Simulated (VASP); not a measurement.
A convergence study with VASP on Zr (hcp): a few settings are varied, all else stays as given below, so the limit is that of these other settings.

```
Zr
1.0
    1.61500    -2.79726     0.00000
    1.61500     2.79726     0.00000
    0.00000     0.00000     5.15000
Zr
2
Direct
  0.33333   0.66667   0.25000
  0.66667   0.33333   0.75000
```

Method: PBE GGA, VASP's PBE PAW potentials (set 64) (plane waves; VASP). The last row used: 550 eV cut-off, 21×21×11 Γ-centred mesh, second-order Methfessel-Paxton smearing of 0.40 eV, potentials Zr_sv.

```json
[
 {"setting": "ISMEAR = -1, SIGMA = 0.01, 7×7×4 mesh", "E (eV/atom)": "-8.5161", "pressure (GPa)": "0.70", "irreducible k-points": "24"},
 {"setting": "ISMEAR = -1, SIGMA = 0.1, 7×7×4 mesh", "E (eV/atom)": "-8.5180", "pressure (GPa)": "0.63", "irreducible k-points": "24"},
 {"setting": "ISMEAR = 0, SIGMA = 0.01, 7×7×4 mesh", "E (eV/atom)": "-8.5162", "pressure (GPa)": "0.76", "irreducible k-points": "24"},
 {"setting": "ISMEAR = 0, SIGMA = 0.1, 7×7×4 mesh", "E (eV/atom)": "-8.5165", "pressure (GPa)": "0.59", "irreducible k-points": "24"},
 {"setting": "ISMEAR = 1, SIGMA = 0.01, 7×7×4 mesh", "E (eV/atom)": "-8.5162", "pressure (GPa)": "0.76", "irreducible k-points": "24"},
 {"setting": "ISMEAR = 1, SIGMA = 0.2, 7×7×4 mesh", "E (eV/atom)": "?", "pressure (GPa)": "?", "irreducible k-points": "24"},
 {"setting": "ISMEAR = 2, SIGMA = 0.05, 7×7×4 mesh", "E (eV/atom)": "-8.5161", "pressure (GPa)": "0.71", "irreducible k-points": "24"},
 {"setting": "ISMEAR = 2, SIGMA = 0.2, 7×7×4 mesh", "E (eV/atom)": "-8.5163", "pressure (GPa)": "0.54", "irreducible k-points": "24"},
 {"setting": "ISMEAR = -1, SIGMA = 0.01, 15×15×8 mesh", "E (eV/atom)": "-8.5201", "pressure (GPa)": "?", "irreducible k-points": "135"},
 {"setting": "ISMEAR = -1, SIGMA = 0.2, 15×15×8 mesh", "E (eV/atom)": "-8.5134", "pressure (GPa)": "0.98", "irreducible k-points": "135"},
 {"setting": "ISMEAR = 0, SIGMA = 0.01, 15×15×8 mesh", "E (eV/atom)": "-8.5201", "pressure (GPa)": "0.53", "irreducible k-points": "135"},
 {"setting": "ISMEAR = 0, SIGMA = 0.2, 15×15×8 mesh", "E (eV/atom)": "-8.5200", "pressure (GPa)": "0.53", "irreducible k-points": "135"},
 {"setting": "ISMEAR = 1, SIGMA = 0.01, 15×15×8 mesh", "E (eV/atom)": "-8.5201", "pressure (GPa)": "0.54", "irreducible k-points": "135"},
 {"setting": "ISMEAR = 1, SIGMA = 0.4, 15×15×8 mesh", "E (eV/atom)": "-8.5203", "pressure (GPa)": "0.42", "irreducible k-points": "135"},
 {"setting": "ISMEAR = 2, SIGMA = 0.05, 15×15×8 mesh", "E (eV/atom)": "-8.5201", "pressure (GPa)": "0.51", "irreducible k-points": "135"},
 {"setting": "ISMEAR = 2, SIGMA = 0.4, 15×15×8 mesh", "E (eV/atom)": "-8.5197", "pressure (GPa)": "0.48", "irreducible k-points": "135"},
 {"setting": "ISMEAR = -1, SIGMA = 0.05, 21×21×11 mesh", "E (eV/atom)": "-8.5201", "pressure (GPa)": "0.53", "irreducible k-points": "288"},
 {"setting": "ISMEAR = -1, SIGMA = 0.2, 21×21×11 mesh", "E (eV/atom)": "-8.5134", "pressure (GPa)": "0.98", "irreducible k-points": "288"},
 {"setting": "ISMEAR = 0, SIGMA = 0.05, 21×21×11 mesh", "E (eV/atom)": "-8.5202", "pressure (GPa)": "0.54", "irreducible k-points": "288"},
 {"setting": "ISMEAR = 0, SIGMA = 0.2, 21×21×11 mesh", "E (eV/atom)": "-8.5200", "pressure (GPa)": "0.54", "irreducible k-points": "288"},
 {"setting": "ISMEAR = 1, SIGMA = 0.05, 21×21×11 mesh", "E (eV/atom)": "-8.5202", "pressure (GPa)": "0.54", "irreducible k-points": "288"},
 {"setting": "ISMEAR = 1, SIGMA = 0.4, 21×21×11 mesh", "E (eV/atom)": "-8.5204", "pressure (GPa)": "0.42", "irreducible k-points": "288"},
 {"setting": "ISMEAR = 2, SIGMA = 0.1, 21×21×11 mesh", "E (eV/atom)": "-8.5202", "pressure (GPa)": "0.55", "irreducible k-points": "288"},
 {"setting": "ISMEAR = 2, SIGMA = 0.4, 21×21×11 mesh", "E (eV/atom)": "-8.5199", "pressure (GPa)": "0.48", "irreducible k-points": "288"}
]
```

Question: Some entries are withheld; supply them.

Answer: 
- ISMEAR = 1, SIGMA = 0.2, 7×7×4 mesh, E (eV/atom): -8.5159
- ISMEAR = 1, SIGMA = 0.2, 7×7×4 mesh, pressure (GPa): 0.57
- ISMEAR = -1, SIGMA = 0.01, 15×15×8 mesh, pressure (GPa): 0.52

VASP warned of too few bands at ISMEAR = -1, SIGMA = 0.2, 15×15×8 mesh; ISMEAR = -1, SIGMA = 0.2, 21×21×11 mesh.

Left out are rungs that failed or repeat a setting and relaxations that didn't move; long series are thinned to 24 rows.

The compound is Zr in the hcp structure. The cell was not relaxed at this level.
